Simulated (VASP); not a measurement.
# A VASP study of CeNiC2 (rev-vdW-DF2 + U): structure first, properties next, part 2 of 2

Aim: relax CeNiC2, then compute properties on the relaxed cell. The start is a computed cell from the Materials Project.

VASP 6.6.1; rev-vdW-DF2, DFT+U (Ce f 7 eV, Ni d 3 eV), spin-polarised from a ferromagnetic start; plane waves and PAW (Ce, Ni, C).

Still holding for the runs below: DFT+U on an f shell has many metastable occupations, and no search among them was made. A U on the itinerant d states of such a compound is hard to justify; it moves the bands at the Fermi level.

So far. Step 6 (Total and projected DOS (rev-vdW-DF2 + U)): The finer mesh and the other smearing move the Fermi level by +0.00 eV from the 7×7×7 run, a small shift, which tests the Fermi level alone. Of the states within 0.3 eV of the Fermi level, the largest shares in the PAW spheres are Ce f 55 %, Ni d 13 % and Ce d 10 %. The rest lies in smaller channels or between the spheres. Step 7 (Volume scan with rev-vdW-DF2 + U): The pressure here is 12.05 GPa.

### 8. Volume scan with rev-vdW-DF2 + U (run 2)

Contents of INCAR:

```
SYSTEM = CeNiC2
PREC = Accurate
ENCUT = 520
EDIFF = 1E-06
NELM = 150
ISMEAR = 0
SIGMA = 0.05
LREAL = .FALSE.
ALGO = Normal
GGA = MK
AGGAC = 0
LUSE_VDW = .TRUE.
PARAM1 = 0.1234
PARAM2 = 0.711357
ZAB_VDW = -1.8867
LASPH = .TRUE.
NBANDS = 23
ISPIN = 2
MAGMOM = 1 1 0 0
LDAU = .TRUE.
LDAUTYPE = 2
LDAUL = 3 2 -1
LDAUU = 7 3 0
LDAUJ = 0 0 0
LDAUPRINT = 1
LMAXMIX = 6
AMIX = 0.2
BMIX = 1E-04
AMIX_MAG = 0.8
BMIX_MAG = 1E-04
LORBIT = 11
LWAVE = .FALSE.
LCHARG = .FALSE.
KPAR = 4
ISIF = 2
```

Contents of POSCAR:

```
CeNiC2
1.0
    3.7742732069      0.0000000000      0.0000000000
    0.0000000000      2.2174337414      2.9624849519
    0.0000000000     -2.2174337414      2.9624849519
Ce Ni C
1 1 2
Direct
    0.0000000000      0.9940091009      0.9940091009
    0.5000000000      0.5974736580      0.5974736580
    0.5000000000      0.4444484342      0.1356688070
    0.5000000000      0.1356688070      0.4444484342
```

Contents of KPOINTS:

```
Automatic mesh
0
Gamma
7 7 7
0 0 0
```

PAW data sets: Ce, Ni and C (PBE family, release 64).

Launch:

```bash
> mpirun -np 4 vasp_std
```

The job ended after 92 s (4 MPI ranks of Intel Xeon Platinum 8488C (Sapphire Rapids), shared host; peak memory 1.7 GiB; 6.1 min of CPU time).

Numbers from this step:

```yaml
scf_cycles: 29
free_energy_toten: -20.02 eV
energy_at_zero_smearing: -20.01 eV
fermi_energy: 9.412 eV
pressure: 7.603 GPa
```

Force by atom:

| atom | x (eV/Å) | y (eV/Å) | z (eV/Å) | size |
| --- | --- | --- | --- | --- |
| Ce1 | 0.000 | 0.000 | -0.067 | 0.067 |
| Ni2 | 0.000 | 0.000 | 0.062 | 0.062 |
| C3 | 0.000 | 0.615 | 0.003 | 0.615 |
| C4 | 0.000 | -0.615 | 0.003 | 0.615 |

The pressure falls from 12.05 to 7.60 GPa.

The run ends at a pressure of 7.60 GPa, with forces up to 0.61 eV/Å.

### 9. Volume scan with rev-vdW-DF2 + U (run 3)

INCAR is that of step 8.

Contents of POSCAR:

```
CeNiC2
1.0
    3.8003034998      0.0000000000      0.0000000000
    0.0000000000      2.2327268712      2.9829165282
    0.0000000000     -2.2327268712      2.9829165282
Ce Ni C
1 1 2
Direct
    0.0000000000      0.9940091009      0.9940091009
    0.5000000000      0.5974736580      0.5974736580
    0.5000000000      0.4444484342      0.1356688070
    0.5000000000      0.1356688070      0.4444484342
```

KPOINTS is that of step 8.

Launch:

```bash
> mpirun -np 4 vasp_std
```

The job ended after 84 s (4 MPI ranks; peak memory 1.7 GiB; 5.5 min of CPU time).

The pressure falls from 7.60 to 3.60 GPa.

The run ends at a pressure of 3.60 GPa, with forces up to 0.30 eV/Å.

### 10. Volume scan with rev-vdW-DF2 + U (run 4)

INCAR is that of step 9.

Contents of POSCAR:

```
CeNiC2
1.0
    3.8259820051      0.0000000000      0.0000000000
    0.0000000000      2.2478133212      3.0030719810
    0.0000000000     -2.2478133212      3.0030719810
Ce Ni C
1 1 2
Direct
    0.0000000000      0.9940091009      0.9940091009
    0.5000000000      0.5974736580      0.5974736580
    0.5000000000      0.4444484342      0.1356688070
    0.5000000000      0.1356688070      0.4444484342
```

KPOINTS is that of step 9.

Launch:

```bash
> mpirun -np 4 vasp_std
```

Wall time 82 s (4 MPI ranks); peak memory 1.7 GiB; 5.4 min of CPU time.

The pressure falls from 3.60 to -0.03 GPa.

The run ends at a pressure of -0.03 GPa, with forces up to 0.0049 eV/Å.

### 11. Volume scan with rev-vdW-DF2 + U (run 5)

INCAR is that of step 10.

Contents of POSCAR:

```
CeNiC2
1.0
    3.8513203727      0.0000000000      0.0000000000
    0.0000000000      2.2626999360      3.0229604545
    0.0000000000     -2.2626999360      3.0229604545
Ce Ni C
1 1 2
Direct
    0.0000000000      0.9940091009      0.9940091009
    0.5000000000      0.5974736580      0.5974736580
    0.5000000000      0.4444484342      0.1356688070
    0.5000000000      0.1356688070      0.4444484342
```

KPOINTS is that of step 10.

Launch:

```bash
> mpirun -np 4 vasp_std
```

Wall time 92 s (4 MPI ranks); peak memory 1.8 GiB.

The pressure falls from -0.03 to -3.21 GPa.

The run ends at a pressure of -3.21 GPa, with forces up to 0.28 eV/Å.

### 12. Volume scan with rev-vdW-DF2 + U (run 6)

INCAR is that of step 11.

Contents of POSCAR:

```
CeNiC2
1.0
    3.8763296473      0.0000000000      0.0000000000
    0.0000000000      2.2773932044      3.0425906179
    0.0000000000     -2.2773932044      3.0425906179
Ce Ni C
1 1 2
Direct
    0.0000000000      0.9940091009      0.9940091009
    0.5000000000      0.5974736580      0.5974736580
    0.5000000000      0.4444484342      0.1356688070
    0.5000000000      0.1356688070      0.4444484342
```

KPOINTS is that of step 11.

Launch:

```bash
> mpirun -np 4 vasp_std
```

Run time: 96 s. Hardware: 4 MPI ranks; peak memory 1.8 GiB.

The pressure falls from -3.21 to -6.20 GPa.

The run ends at a pressure of -6.20 GPa, with forces up to 0.54 eV/Å.

### 13. Volume scan with rev-vdW-DF2 + U (run 7)

A prediction first. A parabola through the 6 pressures of evenly scaled cells so far, P = -0.01 -171.7 t +373 t² GPa with t = ln(V/V₁) and V₁ the volume at scale 1, gives -8.75 GPa at t = +0.0583.

INCAR is that of step 12.

Contents of POSCAR:

```
CeNiC2
1.0
    3.9010203108      0.0000000000      0.0000000000
    0.0000000000      2.2918992847      3.0619706985
    0.0000000000     -2.2918992847      3.0619706985
Ce Ni C
1 1 2
Direct
    0.0000000000      0.9940091009      0.9940091009
    0.5000000000      0.5974736580      0.5974736580
    0.5000000000      0.4444484342      0.1356688070
    0.5000000000      0.1356688070      0.4444484342
```

KPOINTS is that of step 12.

Launch:

```bash
> mpirun -np 4 vasp_std
```

The job ended after 2.2 min (4 MPI ranks; peak memory 1.8 GiB).

The pressure falls from -6.20 to -8.89 GPa. The parabola predicted -8.75 GPa, +0.15 GPa off.

### 14. The series together

Times are for 4 MPI ranks of Intel Xeon Platinum 8488C (Sapphire Rapids), shared host. The runs compared:

| no. | volume scale | energy above the lowest point (meV/atom) | pressure (GPa) | time | memory (GiB) |
| --- | --- | --- | --- | --- | --- |
| 1 | 0.94 | 27.96 | 12.05 | 2.4 min | 1.7 |
| 2 | 0.96 | 12.09 | 7.603 | 92 s | 1.7 |
| 3 | 0.98 | 2.99 | 3.602 | 84 s | 1.7 |
| 4 | 1 | 0 | -0.02791 | 82 s | 1.7 |
| 5 | 1.02 | 2.53 | -3.209 | 92 s | 1.8 |
| 6 | 1.04 | 10.06 | -6.197 | 96 s | 1.8 |
| 7 | 1.06 | 22.09 | -8.892 | 2.2 min | 1.8 |

### 15. Fit for rev-vdW-DF2 + U

This step: Birch-Murnaghan fit, rev-vdW-DF2, DFT+U (Ce f 7 eV, Ni d 3 eV); plane waves and PAW (VASP 6.6.1).

Derived from the runs above.

This step gave:

| Property | Result |
| --- | --- |
| pressure derivative of the bulk modulus | 4.078 |
| r.m.s. error of the fit | 1.55e-7 eV/atom |
| minimum inside the sampled range | yes |
| bulk modulus | 170.8 GPa |
| equilibrium volume of the fit | 12.92 Å³/atom |

Energy above the fitted minimum against volume:

| volume (Å³/atom) | energy above the fitted minimum (eV/atom) |
| --- | --- |
| 12.139 | 0.0280 |
| 12.397 | 0.0121 |
| 12.655 | 0.00299 |
| 12.913 | 1.7e-6 |
| 13.172 | 0.00254 |
| 13.430 | 0.0101 |
| 13.688 | 0.0221 |

The fitted volume lies +0.05 % from the relaxed one. The atoms bear forces along the scan, since they were held; freeing them would lower the modulus.

### 16. Optical spectrum (rev-vdW-DF2 + U)

This step: rev-vdW-DF2, DFT+U (Ce f 7 eV, Ni d 3 eV), spin-polarised from a ferromagnetic start; plane waves and PAW (Ce, Ni, C) (VASP 6.6.1).

LOPTICS sums transitions from filled to empty bands. The mesh is finer than in the run before. NBANDS is raised for it.

Changes to INCAR since step 13:

```diff
@@ -16,3 +16,3 @@
 LASPH = .TRUE.
-NBANDS = 23
+NBANDS = 47
 ISPIN = 2
@@ -34,2 +34,4 @@
 KPAR = 4
-ISIF = 2
+LOPTICS = .TRUE.
+NEDOS = 1500
+CSHIFT = 0.1
```

Contents of POSCAR:

```
CeNiC2
1.0
    3.8259820051      0.0000000000      0.0000000000
    0.0000000000      2.2478133212      3.0030719810
    0.0000000000     -2.2478133212      3.0030719810
Ce Ni C
1 1 2
Direct
    0.0000000000      0.9940091009      0.9940091009
    0.5000000000      0.5974736580      0.5974736580
    0.5000000000      0.4444484342      0.1356688070
    0.5000000000      0.1356688070      0.4444484342
```

Contents of KPOINTS:

```
Automatic mesh
0
Gamma
10 11 11
0 0 0
```

Launch:

```bash
> mpirun -np 4 vasp_std
```

Elapsed: 4.8 min, on 4 MPI ranks; peak memory 7 GiB.

These are independent-particle spectra without excitons or local fields, and fine structure depends on the mesh and on CSHIFT. The intraband (Drude) part is not in this spectrum.

Numbers from this step:

* SCF cycles: 28
* bands: 47
* irreducible k-points: 216
* free energy (TOTEN): -20.07 eV
* energy at zero smearing: -20.06 eV
* Fermi energy: 8.915 eV
* pressure: -0.1126 GPa

The imaginary dielectric function has structure finer than the step of the table below, so its rows give means over 1 eV, whole bins alone (the curve runs from 0 to 25.0 eV). Peaks (eV: height): xx 0.3: 40.1; yy 0.3: 35.4, 1.5: 19.1; zz 0.4: 32.1, 1.6: 27.7.

Imaginary dielectric function against photon energy; means over each step:

| photon energy (eV) | xx | yy | zz |
| --- | --- | --- | --- |
| 1 | 13.6 | 14.6 | 20.0 |
| 2 | 11.4 | 13.8 | 18.1 |
| 3 | 9.15 | 11.4 | 10.9 |
| 4 | 8.32 | 9.65 | 8.77 |
| 5 | 6.32 | 7.37 | 7.54 |
| 6 | 5.89 | 7.64 | 7.47 |
| 7 | 6.02 | 6.52 | 6.43 |
| 8 | 5.66 | 5.18 | 4.99 |
| 9 | 5.51 | 3.18 | 3.54 |
| 10 | 4.50 | 2.83 | 2.92 |
| 11 | 2.79 | 3.19 | 2.80 |
| 12 | 1.95 | 2.60 | 2.10 |
| 13 | 1.43 | 1.81 | 1.50 |
| 14 | 1.39 | 1.67 | 1.72 |
| 15 | 1.23 | 1.81 | 1.48 |
| 16 | 1.03 | 1.37 | 1.19 |
| 17 | 0.898 | 1.24 | 1.04 |
| 18 | 1.08 | 1.52 | 1.46 |
| 19 | 1.36 | 1.93 | 1.50 |
| 20 | 1.34 | 1.99 | 1.49 |
| 21 | 1.56 | 2.11 | 1.78 |
| 22 | 1.85 | 1.68 | 1.88 |
| 23 | 2.04 | 1.32 | 1.62 |
| 24 | 1.75 | 1.29 | 1.78 |

Table of real dielectric function by photon energy:

| photon energy (eV) | xx | yy | zz |
| --- | --- | --- | --- |
| 0 | 75.6 | 66.5 | 56.8 |
| 1 | 10.3 | 16.7 | 16.4 |
| 2 | 7.44 | 5.88 | 0.605 |
| 3 | 5.91 | 5.77 | 2.88 |
| 4 | 3.41 | 2.10 | 2.95 |
| 5 | 1.84 | 2.47 | 1.32 |
| 6 | 2.37 | 1.55 | 1.53 |
| 7 | 1.75 | -1.23 | -0.758 |
| 8 | 0.677 | -1.35 | -1.30 |
| 9 | 0.296 | -1.11 | -1.33 |
| 10 | -1.87 | 0.219 | -0.217 |
| 11 | -1.29 | -0.236 | -0.606 |
| 12 | -0.781 | -0.670 | -0.616 |
| 13 | -0.643 | -0.391 | -0.330 |
| 14 | 0.0833 | 0.455 | 0.531 |
| 15 | 0.0123 | -0.0118 | -0.0327 |
| 16 | 0.241 | 0.115 | 0.264 |
| 17 | 0.532 | 0.613 | 0.496 |
| 18 | 0.887 | 0.900 | 1.01 |
| 19 | 0.994 | 0.800 | 0.629 |
| 20 | 0.691 | 0.235 | 0.558 |
| 21 | 1.00 | 0.0423 | 1.05 |
| 22 | 0.572 | -0.485 | 0.0947 |
| 23 | 0.0440 | -0.281 | 0.0224 |
| 24 | -0.139 | -0.229 | 0.0396 |

### 17. What came out

- relaxed volume: 12.91 Å³/atom
- relaxed conventional cell a, b, c: 3.826, 4.496, 6.006 Å
- space group after relaxing, within 0.02 Å: Amm2 (No. 38)
- moment of the cell (10×11×11 mesh): 0 μB
- band gap: none, a metal
- DOS at the Fermi level: 3.97 states/eV/cell
- bulk modulus from the fit: 171 GPa
- volume from the fit: 12.9 Å³/atom

In words: With rev-vdW-DF2 + U, CeNiC2 relaxes to 12.91 Å³/atom in space group Amm2, comes out as a metal, loses the moments it was started with and has a bulk modulus of 171 GPa at fixed shape and positions, an upper bound. Band structure (rev-vdW-DF2 + U): Of the bands kept, 3 cross the Fermi level on this path. Spin-orbit coupling is left out, and with elements this heavy it would split and shift bands near the Fermi level. The k-sampling is coarse for a metal, so the Fermi level, moments, pressures and the shape of the cell carry errors. Only the typed magnetic starts were tried, so the magnetic ground state may differ and with it the other results. In such a metal, moments, volume and the states at the Fermi level hinge on the chosen U. No search among competing phases was made, and a listed structure need not be the one stable at ambient conditions. All values are for a static lattice at zero temperature.

[Lines on the potential files, build, host, timing and source positions are cut from VASP's logs without a mark.]

[Logs are printed without paths, hosts, clocks, repeated set-up lines and the standing remarks that a program may print on its own settings, such as how far it seeks lower states.]

[Hosts, paths, dates, database ids (printed as entryN), source tags and the programs' standing remarks are cut or masked in the printed files.]

[A measured line is paired with the nearest computed mode of its activity, which favours agreement.]
